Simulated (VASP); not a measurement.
**Te (relaxed from the layer:graphite structure): computed properties**

Computed with r2SCAN meta-GGA, VASP's PBE PAW potentials (set 64) (plane waves; VASP).

| Item | Result |
|---|---|
| space group | P6/mmm (191) |
| cell | a = b = 5.117 Å, c = 13.966 Å, α = β = 90.00°, γ = 120.00° |
| band gap (over mesh and band path) | none (metal, semimetal or under 0.01 eV) |

```yaml
crystal:
  lattice:
    - [5.11674, 0.00000, 0.00000]
    - [-2.55837, 4.43123, 0.00000]
    - [0.00000, 0.00000, 13.96599]
  atoms:
    - { symbol: Te, position: [0.00000, 0.00000, 0.50000] }
    - { symbol: Te, position: [0.66667, 0.33333, 0.50000] }
```

The cell holds vacuum, so volume and density refer to the whole cell. The cell holds a wide vacuum, so values per volume refer to the whole cell. Unless said otherwise, spin-orbit coupling is left out, though it shifts the bands of the heavy elements here.

The cell is a sheet with vacuum, built from a generated structure.
